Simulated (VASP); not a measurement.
Consider the following.

```xyz
6
Lattice="4.9905 0.0000 0.0000 0.0000 4.9905 0.0000 0.0000 0.0000 3.4149" Properties=species:S:1:pos:R:3 pbc="T T T"
Pb     0.0000     0.0000     0.0000
Pb     2.4952     2.4952     1.7074
O      1.5334     1.5334     0.0000
O      4.0286     0.9618     1.7074
O      0.9618     4.0286     1.7074
O      3.4570     3.4570     3.4149
```

Level of theory: r2SCAN meta-GGA, VASP's PBE PAW potentials (set 64) (plane waves; VASP 6.6.1). Numerical set-up: 520 eV cut-off, 5×5×7 Γ-centred mesh, tetrahedra with Blöchl corrections, potentials Pb_d O.

The cores are frozen, which limits the accuracy of field gradients.

Problem. Give the principal components of the electric field gradient (V/Å²) and the asymmetry η at each nucleus.

Solution. 
```tsv
atom	Vxx	Vyy	Vzz	η
Pb1	-112.2	-17.1	129.3	0.74
Pb2	-112.2	-17.1	129.3	0.74
O3	76.4	53.6	-130.0	0.18
O4	76.4	53.6	-130.0	0.18
O5	76.4	53.6	-130.0	0.18
O6	76.4	53.6	-130.0	0.18
```

The compound is PbO2 in the rutile structure. It was relaxed first.
